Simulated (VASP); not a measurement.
Output of a VASP run:

File OSZICAR:
```
       N       E                     dE             d eps       ncg     rms          rms(c)
DAV:   1     0.229719535700E+02    0.22972E+02   -0.48319E+03  9400   0.142E+03
DAV:   2    -0.607308769280E+01   -0.29045E+02   -0.28220E+02  9315   0.165E+02
DAV:   3    -0.649066731174E+01   -0.41758E+00   -0.41706E+00 10631   0.268E+01
DAV:   4    -0.649447863624E+01   -0.38113E-02   -0.38180E-02 10641   0.224E+00
DAV:   5    -0.649457634680E+01   -0.97711E-04   -0.97859E-04 10513   0.307E-01    0.995E+00
DAV:   6    -0.581475391235E+01    0.67982E+00   -0.17024E+01  9684   0.670E+01    0.598E+00
DAV:   7    -0.548893062619E+01    0.32582E+00   -0.28723E+00  9736   0.258E+01    0.193E+00
DAV:   8    -0.547370647534E+01    0.15224E-01   -0.21760E-02 13090   0.172E+00    0.944E-01
DAV:   9    -0.547121984603E+01    0.24866E-02   -0.19349E-03 13578   0.449E-01    0.256E-01
DAV:  10    -0.547068088490E+01    0.53896E-03   -0.50152E-04 12904   0.195E-01    0.388E-02
DAV:  11    -0.547065480322E+01    0.26082E-04   -0.79062E-05 11845   0.106E-01    0.305E-02
DAV:  12    -0.547065263306E+01    0.21702E-05   -0.14868E-06 10947   0.173E-02    0.127E-02
DAV:  13    -0.547065446172E+01   -0.18287E-05   -0.50584E-07  9982   0.102E-02    0.478E-03
DAV:  14    -0.547065475808E+01   -0.29636E-06   -0.67228E-08  4786   0.375E-03    0.611E-04
DAV:  15    -0.547065478791E+01   -0.29828E-07   -0.71964E-09  4737   0.102E-03
   1 F= -.54706548E+01 E0= -.54706548E+01  d E =0.000000E+00  mag=     0.6160
```

OUTCAR:
```
------------------------ aborting loop because EDIFF is reached ----------------------------------------
  FORCE on cell =-STRESS in cart. coord.  units (eV):
  Direction    XX          YY          ZZ          XY          YZ          ZX
  --------------------------------------------------------------------------------------
  Total        0.0136147      0.0136147      0.0136147      0.0000000      0.0000000      0.0000000
  in kB        2.0071155      2.0071155      2.0071155      0.0000000      0.0000000      0.0000000
  external PRESSURE =       2.0071155 kB  Pullay stress =       0.0000000 kB
  volume of cell :       10.87
      direct lattice vectors                 reciprocal lattice vectors
     0.000000000  1.758080650  1.758080650    -0.284401060  0.284401060  0.284401060
     1.758080650  0.000000000  1.758080650     0.284401060 -0.284401060  0.284401060
     1.758080650  1.758080650  0.000000000     0.284401060  0.284401060 -0.284401060
 POSITION                                       TOTAL-FORCE (eV/Angst)
 -----------------------------------------------------------------------------------
      0.00000      0.00000      0.00000         0.000000      0.000000      0.000000
 -----------------------------------------------------------------------------------
    total drift:                                0.000000     -0.000000     -0.000000
  FREE ENERGIE OF THE ION-ELECTRON SYSTEM (eV)
  ---------------------------------------------------
  free  energy   TOTEN  =        -5.4706547879 eV

  energy  without entropy=       -5.4706547879  energy(sigma->0) =       -5.47065479

 total charge

# of ion       s       p       d       tot
------------------------------------------
    1        0.498   0.498   8.316   9.312

 magnetization (x)

# of ion       s       p       d       tot
------------------------------------------
    1       -0.007  -0.026   0.661   0.628
```
(Selected blocks of OUTCAR.)

**POSCAR**
```
Ni
1
    0.0000000000     1.7580806505     1.7580806505
    1.7580806505    -0.0000000000     1.7580806505
    1.7580806505     1.7580806505    -0.0000000000
Ni
1
Direct
  0.0000000000   0.0000000000   0.0000000000
```

Q: Write an INCAR and KPOINTS that could have produced this output.

A: This is not unique; one that fits is the input of the run itself, PBE GGA, plane waves, VASP's PBE PAW potentials (set 64).

### KPOINTS
```
Regular mesh
0
gamma
20 20 20
0 0 0
```

### INCAR
```
PREC  =  Accurate
LREAL  =  .FALSE.
NELM  =  100
LWAVE  =  .FALSE.
SYSTEM  =  Ni
EDIFF  =  1E-7   ! SCF stop (eV)
GGA  =  PE
ISPIN  =  2   ! spin-polarised
NEDOS  =  601
MAGMOM  =  0.6
LASPH  =  .TRUE.   ! aspherical one-centre terms
ISIF  =  2
LMAXMIX  =  4   ! l cut-off of mixed one-centre charges
ALGO  =  Normal   ! blocked Davidson
LORBIT  =  11   ! lm-projected
LCHARG  =  .TRUE.
ENCUT  =  520
ISMEAR  =  -5   ! tetrahedra, Bloechl
```

POTCAR, in this order: Ni (PBE.64 set). Program: vasp_std.

For a metal the tetrahedron method with Blöchl corrections gives inexact stress and forces.

The compound is Ni in the fcc structure. It was relaxed first.
